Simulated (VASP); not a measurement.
Output of a VASP run:

### OSZICAR
```
       N       E                     dE             d eps       ncg     rms          rms(c)
DAV:   1     0.102458701219E+03    0.10246E+03   -0.82874E+03   980   0.126E+03
DAV:   2    -0.297267218606E+02   -0.13219E+03   -0.13033E+03   992   0.379E+02
DAV:   3    -0.370354320583E+02   -0.73087E+01   -0.71524E+01  1494   0.744E+01
DAV:   4    -0.371765494727E+02   -0.14112E+00   -0.14066E+00  1390   0.113E+01
DAV:   5    -0.371798561757E+02   -0.33067E-02   -0.33062E-02  1402   0.169E+00    0.124E+01
DAV:   6    -0.335688746214E+02    0.36110E+01   -0.55965E+00  1334   0.381E+01    0.454E+00
DAV:   7    -0.332362571317E+02    0.33262E+00   -0.53921E-01  1220   0.782E+00    0.220E+00
DAV:   8    -0.334483834013E+02   -0.21213E+00   -0.65285E-01  1306   0.772E+00    0.754E-01
DAV:   9    -0.334393227914E+02    0.90606E-02   -0.12154E-01  1280   0.462E+00    0.350E-01
DAV:  10    -0.335017529790E+02   -0.62430E-01   -0.12343E-01  1410   0.437E+00    0.257E-01
DAV:  11    -0.334974250354E+02    0.43279E-02   -0.13686E-02  1530   0.174E+00    0.188E-01
DAV:  12    -0.335007094216E+02   -0.32844E-02   -0.40878E-03  1286   0.773E-01    0.335E-02
DAV:  13    -0.335009651641E+02   -0.25574E-03   -0.87460E-04  1308   0.325E-01    0.211E-02
DAV:  14    -0.335009850053E+02   -0.19841E-04   -0.13108E-04  1520   0.154E-01    0.132E-02
DAV:  15    -0.335010498327E+02   -0.64827E-04   -0.70148E-05  1136   0.102E-01    0.658E-03
DAV:  16    -0.335010511746E+02   -0.13419E-05   -0.16616E-05  1386   0.531E-02    0.528E-03
DAV:  17    -0.335010556244E+02   -0.44498E-05   -0.72443E-06  1322   0.384E-02    0.249E-03
DAV:  18    -0.335010563031E+02   -0.67866E-06   -0.50056E-07  1354   0.579E-03    0.120E-03
DAV:  19    -0.335010570944E+02   -0.79133E-06   -0.92392E-07  1016   0.995E-03    0.657E-04
DAV:  20    -0.335010570865E+02    0.79035E-08   -0.42731E-08   586   0.322E-03
   1 F= -.32667006E+02 E0= -.32666547E+02  d E =-.326670E+02
```

OUTCAR:
```
------------------------ aborting loop because EDIFF is reached ----------------------------------------
  FORCE on cell =-STRESS in cart. coord.  units (eV):
  Direction    XX          YY          ZZ          XY          YZ          ZX
  --------------------------------------------------------------------------------------
  Total        0.8399814      0.8399814      0.8399814      0.0000000     -0.0000000      0.0000000
  in kB       20.1421941     20.1421941     20.1421941      0.0000000     -0.0000000      0.0000000
  external PRESSURE =       0.1421941 kB  Pullay stress =      20.0000000 kB
  volume of cell :       66.81
      direct lattice vectors                 reciprocal lattice vectors
     4.057804925  0.000000000  0.000000000     0.246438658  0.000000000  0.000000000
     0.000000000  4.057804925  0.000000000     0.000000000  0.246438658  0.000000000
     0.000000000  0.000000000  4.057804925     0.000000000  0.000000000  0.246438658
 POSITION                                       TOTAL-FORCE (eV/Angst)
 -----------------------------------------------------------------------------------
      0.00000      0.00000      0.00000         0.000000      0.000000      0.000000
      0.00000      2.02890      2.02890         0.000000      0.000000      0.000000
      2.02890      0.00000      2.02890         0.000000      0.000000      0.000000
      2.02890      2.02890      0.00000         0.000000      0.000000      0.000000
 -----------------------------------------------------------------------------------
    total drift:                               -0.000000     -0.000000     -0.000000
  FREE ENERGIE OF THE ION-ELECTRON SYSTEM (eV)
  ---------------------------------------------------
  free  energy   TOTEN  =       -33.5010570865 eV

  energy  without entropy=      -33.4996823306  energy(sigma->0) =      -33.50059883
  enthalpy is  TOTEN    =       -32.6670055092 eV   P V=        0.8340515773

 reached required accuracy - stopping structural energy minimisation
```
(Selected blocks of OUTCAR.)

**POSCAR**
```
Al3Sc
1
    4.0578049250     0.0000000000    -0.0000000000
    0.0000000000     4.0578049250     0.0000000000
   -0.0000000000     0.0000000000     4.0578049250
Sc Al
1 3
Direct
  0.0000000000   0.0000000000   0.0000000000
  0.0000000000   0.5000000000   0.5000000000
  0.5000000000   0.0000000000   0.5000000000
  0.5000000000   0.5000000000   0.0000000000
```

Question: Write an INCAR and KPOINTS that could have produced this output.

Answer: Several could match; the one computed here: the input of the run itself, r2SCAN meta-GGA, plane waves, VASP's PBE PAW potentials (set 64).

**KPOINTS**
```
Automatic mesh
0
Gamma
8 8 8
0 0 0
```

INCAR:
```
! general
SYSTEM  = Al3Sc
PREC    = Accurate
ENCUT   = 480
LREAL   = .FALSE.
LASPH   = .TRUE.

! electronic loop
EDIFF   = 1E-7
NELM    = 100
ALGO    = Normal
LMAXMIX = 4
LMIXTAU = .TRUE.

! smearing
ISMEAR  = 1
SIGMA   = 0.1

! functional
METAGGA = R2SCAN

! ions
IBRION  = 2
NSW     = 40
ISIF    = 3
EDIFFG  = -0.01
PSTRESS = 20

! output
LWAVE   = .FALSE.
LCHARG  = .FALSE.
```

POTCAR, in this order: Sc_sv Al (PBE.64 set). Program: vasp_std.

The compound is Al3Sc in the L1_2 structure. It was relaxed first under an external pressure of 2 GPa.
